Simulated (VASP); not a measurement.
Data:

```yaml
crystal:
  lattice:
    - [1.66827, -5.34705, 0.00000]
    - [1.66827, 5.34705, 0.00000]
    - [0.00000, 0.00000, 4.46669]
  atoms:
    - { symbol: P, position: [0.10091, 0.89909, 0.91797] }
    - { symbol: P, position: [0.39909, 0.60091, 0.41797] }
    - { symbol: P, position: [0.60091, 0.39909, 0.58203] }
    - { symbol: P, position: [0.89909, 0.10091, 0.08203] }
```

All values below come from optB88-vdW, VASP's PBE PAW potentials (set 64) (plane waves; VASP 6.6.1). Settings: 520 eV cut-off, 11×11×8 Γ-centred mesh, tetrahedra with Blöchl corrections, potentials P.

The cores are frozen, which limits the accuracy of field gradients.

Q: Give the principal components of the electric field gradient (V/Å²) and the asymmetry η at each nucleus.

A: 
```tsv
atom	Vxx	Vyy	Vzz	η
P1	40.3	34.1	-74.4	0.08
P2	40.3	34.1	-74.4	0.08
P3	40.3	34.1	-74.4	0.08
P4	40.3	34.1	-74.4	0.08
```

The compound is P in the black structure. It was relaxed first.
